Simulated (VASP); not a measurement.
Computed with vdW-DF-cx, VASP's PBE PAW potentials (set 64) (plane waves; VASP).

The input files of a VASP run:

File KPOINTS:
```
Automatic mesh
0
Gamma
16 16 16
0 0 0
```

### POSCAR
```
Fe
1
   -1.4350000000     1.4350000000     1.4350000000
    1.4350000000    -1.4350000000     1.4350000000
    1.4350000000     1.4350000000    -1.4350000000
Fe
1
Direct
  0.0000000000   0.0000000000   0.0000000000
```

INCAR:
```
ENCUT=520   ! plane-wave cut-off (eV)
ISMEAR=1
NSW=60   ! most ionic steps
LCHARG=.FALSE.
IBRION=2   ! conjugate gradients
GGA=CX
LASPH=.TRUE.
LUSE_VDW=.TRUE.
LMAXMIX=4
ISIF=3   ! ions, shape and volume
ALGO=Normal   ! blocked Davidson
NELM=100   ! most electronic steps
LREAL=.FALSE.   ! projection in real space or not
EDIFFG=-0.01   ! ionic stop
SIGMA=0.1   ! width (eV)
LORBIT=10
MAGMOM=2.5
LWAVE=.FALSE.
ISPIN=2
PREC=Accurate
AGGAC=0.0
EDIFF=1E-6
SYSTEM=Fe
```

POTCAR, in this order: Fe (PBE.64 set). Program: vasp_std.

Output

File OSZICAR:
```
       N       E                     dE             d eps       ncg     rms          rms(c)
DAV:   1     0.178139689686E+02    0.17814E+02   -0.40729E+03  5420   0.106E+03
DAV:   2    -0.682935427389E+01   -0.24643E+02   -0.23103E+02  5256   0.127E+02
DAV:   3    -0.713994751840E+01   -0.31059E+00   -0.30975E+00  5901   0.197E+01
DAV:   4    -0.714135219940E+01   -0.14047E-02   -0.14046E-02  5775   0.126E+00
DAV:   5    -0.714136509495E+01   -0.12896E-04   -0.12895E-04  5641   0.105E-01    0.110E+01
DAV:   6    -0.617779103262E+01    0.96357E+00   -0.14326E+01  5503   0.597E+01    0.579E+00
DAV:   7    -0.608322106019E+01    0.94570E-01   -0.10534E+00  5496   0.157E+01    0.323E+00
DAV:   8    -0.607945431796E+01    0.37667E-02   -0.78754E-03  6536   0.753E-01    0.146E+00
DAV:   9    -0.607155298540E+01    0.79013E-02   -0.11004E-02  6580   0.937E-01    0.545E-01
DAV:  10    -0.607240069895E+01   -0.84771E-03   -0.21273E-04  6927   0.173E-01    0.376E-01
DAV:  11    -0.607293302487E+01   -0.53233E-03   -0.15769E-03  6479   0.422E-01    0.450E-02
DAV:  12    -0.607294142168E+01   -0.83968E-05   -0.14907E-05  6201   0.430E-02    0.276E-02
DAV:  13    -0.607294472507E+01   -0.33034E-05   -0.74877E-06  4308   0.310E-02    0.158E-02
DAV:  14    -0.607294395302E+01    0.77204E-06   -0.11123E-06  2726   0.146E-02
   1 F= -.60729440E+01 E0= -.60730835E+01  d E =-.607294E+01  mag=     2.2737
       N       E                     dE             d eps       ncg     rms          rms(c)
DAV:   1    -0.776223395621E+01   -0.16893E+01   -0.37799E+01  5447   0.104E+02    0.132E+01
DAV:   2    -0.616066087391E+01    0.16016E+01   -0.11983E+01  5503   0.577E+01    0.889E+00
DAV:   3    -0.611076096705E+01    0.49900E-01   -0.31880E-01  5562   0.935E+00    0.416E+00
DAV:   4    -0.609326536587E+01    0.17496E-01   -0.64651E-03  5486   0.952E-01    0.876E-01
DAV:   5    -0.607949088138E+01    0.13774E-01   -0.19474E-02  5744   0.125E+00    0.155E-01
DAV:   6    -0.607956630178E+01   -0.75420E-04   -0.82462E-04  5625   0.399E-01    0.777E-02
DAV:   7    -0.607956068000E+01    0.56218E-05   -0.32705E-05  5360   0.869E-02    0.373E-02
DAV:   8    -0.607956727518E+01   -0.65952E-05   -0.70026E-06  5299   0.424E-02    0.987E-03
DAV:   9    -0.607956651048E+01    0.76470E-06   -0.67376E-07  2665   0.107E-02
   2 F= -.60795665E+01 E0= -.60794632E+01  d E =-.662256E-02  mag=     1.9708
       N       E                     dE             d eps       ncg     rms          rms(c)
DAV:   1    -0.649640462297E+01   -0.41684E+00   -0.88648E+00  5409   0.550E+01    0.586E+00
DAV:   2    -0.615773172064E+01    0.33867E+00   -0.38749E+00  5475   0.290E+01    0.499E+00
DAV:   3    -0.612377437592E+01    0.33957E-01   -0.21689E-01  5572   0.760E+00    0.199E+00
DAV:   4    -0.611988016789E+01    0.38942E-02   -0.25535E-03  5579   0.854E-01    0.523E-01
DAV:   5    -0.611648818177E+01    0.33920E-02   -0.44681E-03  5418   0.732E-01    0.699E-02
DAV:   6    -0.611650562053E+01   -0.17439E-04   -0.11021E-04  5539   0.144E-01    0.388E-02
DAV:   7    -0.611650397409E+01    0.16464E-05   -0.58410E-06  5299   0.303E-02    0.200E-02
DAV:   8    -0.611650672809E+01   -0.27540E-05   -0.37030E-06  5187   0.248E-02    0.270E-03
DAV:   9    -0.611650665909E+01    0.68999E-07   -0.10297E-07  2632   0.327E-03
   3 F= -.61165067E+01 E0= -.61164139E+01  d E =-.435627E-01  mag=     2.0949
       N       E                     dE             d eps       ncg     rms          rms(c)
DAV:   1    -0.611677121538E+01   -0.26449E-03   -0.54508E-03  5430   0.132E+00    0.146E-01
DAV:   2    -0.611655322694E+01    0.21799E-03   -0.22739E-03  5480   0.725E-01    0.121E-01
DAV:   3    -0.611653791315E+01    0.15314E-04   -0.10972E-04  5544   0.170E-01    0.486E-02
DAV:   4    -0.611653593468E+01    0.19785E-05   -0.14012E-06  4065   0.192E-02    0.104E-02
DAV:   5    -0.611653434157E+01    0.15931E-05   -0.27370E-06  4721   0.162E-02    0.155E-03
DAV:   6    -0.611653429993E+01    0.41641E-07   -0.59793E-08  2616   0.254E-03
   4 F= -.61165343E+01 E0= -.61164341E+01  d E =-.435903E-01  mag=     2.0923
```

OUTCAR:
```
------------------------ aborting loop because EDIFF is reached ----------------------------------------
  FORCE on cell =-STRESS in cart. coord.  units (eV):
  Direction    XX          YY          ZZ          XY          YZ          ZX
  --------------------------------------------------------------------------------------
  Total       -0.0030496     -0.0030496     -0.0030496      0.0000000     -0.0000000      0.0000000
  in kB       -0.4491380     -0.4491380     -0.4491380      0.0000000     -0.0000000      0.0000000
  external PRESSURE =      -0.4491380 kB  Pullay stress =       0.0000000 kB
  volume of cell :       10.88
      direct lattice vectors                 reciprocal lattice vectors
    -1.395850247  1.395850247  1.395850247     0.000000000  0.358204615  0.358204615
     1.395850247 -1.395850247  1.395850247     0.358204615  0.000000000  0.358204615
     1.395850247  1.395850247 -1.395850247     0.358204615  0.358204615  0.000000000
 POSITION                                       TOTAL-FORCE (eV/Angst)
 -----------------------------------------------------------------------------------
      0.00000      0.00000      2.79170        -0.000000     -0.000000      0.000000
 -----------------------------------------------------------------------------------
    total drift:                                0.000000      0.000000     -0.000000
  FREE ENERGIE OF THE ION-ELECTRON SYSTEM (eV)
  ---------------------------------------------------
  free  energy   TOTEN  =        -6.1165342999 eV

  energy  without entropy=       -6.1162337633  energy(sigma->0) =       -6.11643412

 total charge

# of ion       s       p       d       tot
------------------------------------------
    1        0.508   0.579   6.284   7.371

 magnetization (x)

# of ion       s       p       d       tot
------------------------------------------
    1       -0.013  -0.046   2.130   2.071

 reached required accuracy - stopping structural energy minimisation
```
(Selected blocks of OUTCAR.)

**CONTCAR**
```
Fe
   1.00000000000000
    -1.3958502466682756    1.3958502466682756    1.3958502466682756
     1.3958502466682756   -1.3958502466682756    1.3958502466682756
     1.3958502466682756    1.3958502466682756   -1.3958502466682756
  Fe
     1
Direct
     1.0000000000000000    1.0000000000000000    0.0000000000000000
```

OUTCAR:
```
 val. band max:        6.1702308574   @ k =  -0.3125   0.3750   0.2500

 cond. band min:       6.1764336425   @ k =  -0.4375  -0.4375   0.2500


 Fermi energy:         6.1721088458

 spin component 1

 k-point     1 :       0.0000    0.0000    0.0000
  band No.  band energies     occupation
      1      -2.5989      1.00000
      2       3.7747      1.00000
      3       3.7747      1.00000
      4       3.7747      1.00000
      5       5.1394      1.00000
      6       5.1394      1.00000
      7      31.5468      0.00000
      8      31.5468      0.00000
      9      31.5468      0.00000

 k-point     2 :       0.0625    0.0000    0.0000
  band No.  band energies     occupation
      1      -2.4313      1.00000
      2       3.7268      1.00000
      3       3.7707      1.00000
      4       3.8678      1.00000
      5       5.0912      1.00000
      6       5.1433      1.00000
      7      30.5125      0.00000
      8      31.3189      0.00000
      9      31.4511      0.00000

 k-point     3 :       0.1250    0.0000    0.0000
  band No.  band energies     occupation
      1      -1.9423      1.00000
      2       3.5924      1.00000
      3       3.7418      1.00000
      4       4.1386      1.00000
      5       4.9872      1.00000
      6       5.1559      1.00000
      7      28.1928      0.00000
      8      30.4977      0.00000
      9      31.2180      0.00000

 k-point     4 :       0.1875    0.0000    0.0000
  band No.  band energies     occupation
      1      -1.1819      1.00000
      2       3.3954      1.00000
      3       3.6661      1.00000
      4       4.5605      1.00000
      5       4.9215      1.00000
      6       5.1795      1.00000
      7      25.3729      0.00000
      8      29.1956      0.00000
      9      30.9449      0.00000

 k-point     5 :       0.2500    0.0000    0.0000
  band No.  band energies     occupation
      1      -0.2723      1.00000
...
```

Energy and stress use the plane-wave basis of the starting cell.

The compound is Fe in the bcc structure. This run relaxes it. Symmetry was kept, so distortions that lower it aren't found.
